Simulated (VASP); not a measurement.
Computed with PBEsol GGA, VASP's PBE PAW potentials (set 64) (plane waves; VASP).

VASP ran on this input.

### POSCAR
```
HfSi
1
    3.7180000000     0.0000000000     0.0000000000
    0.0000000000     3.7180000000     0.0000000000
    0.0000000000     0.0000000000     3.7180000000
Hf Si
1 1
Direct
  0.0000000000   0.0000000000   0.0000000000
  0.5000000000   0.5000000000   0.5000000000
```

### INCAR
```
SYSTEM = HfSi
PREC = Accurate
ENCUT = 400
EDIFF = 1E-6
NELM = 100
ALGO = Normal
LREAL = .FALSE.
LASPH = .TRUE.
ISMEAR = 1
SIGMA = 0.1
GGA = PS
LMAXMIX = 6
LWAVE = .FALSE.
LCHARG = .FALSE.
IBRION = 2
ISIF = 3
NSW = 60
EDIFFG = -0.01
```

**KPOINTS**
```
Automatic mesh
0
Gamma
9 9 9
0 0 0
```

POTCAR, in this order: Hf_pv Si (PBE.64 set). Program: vasp_std.

Energy and stress use the plane-wave basis of the starting cell. Unless said otherwise, spin-orbit coupling is left out, though it shifts the bands of the heavy elements here.

### Question
Estimate the energy per atom (σ→0), volume per atom, band gap (on the k-mesh).

### Answer

```json
{
 "energy per atom (σ→0)": "-8.455 eV/atom",
 "band gap (on the k-mesh)": "none (metal, semimetal or under 0.01 eV)",
 "volume_per_atom": "17.13 Å³/atom"
}
```

**OSZICAR**
```
...
       N       E                     dE             d eps       ncg     rms          rms(c)
DAV:   1    -0.169109173006E+02   -0.23703E-02   -0.46864E-02   791   0.192E+00    0.418E-01
DAV:   2    -0.169095231765E+02    0.13941E-02   -0.24263E-03   791   0.429E-01    0.195E-01
DAV:   3    -0.169091366407E+02    0.38654E-03   -0.81314E-04   876   0.244E-01    0.162E-01
DAV:   4    -0.169091172061E+02    0.19435E-04   -0.26057E-05   896   0.404E-02    0.107E-01
DAV:   5    -0.169091133694E+02    0.38367E-05   -0.10967E-05   881   0.221E-02    0.329E-02
DAV:   6    -0.169091142334E+02   -0.86397E-06   -0.55469E-07   400   0.503E-03
   7 F= -.16909114E+02 E0= -.16909078E+02  d E =-.585125E-03
```

The structure was generated: HfSi was put into the CsCl type type (Pm-3m), which need not be its known phase. This run relaxes it. Symmetry was kept, so distortions that lower it aren't found.
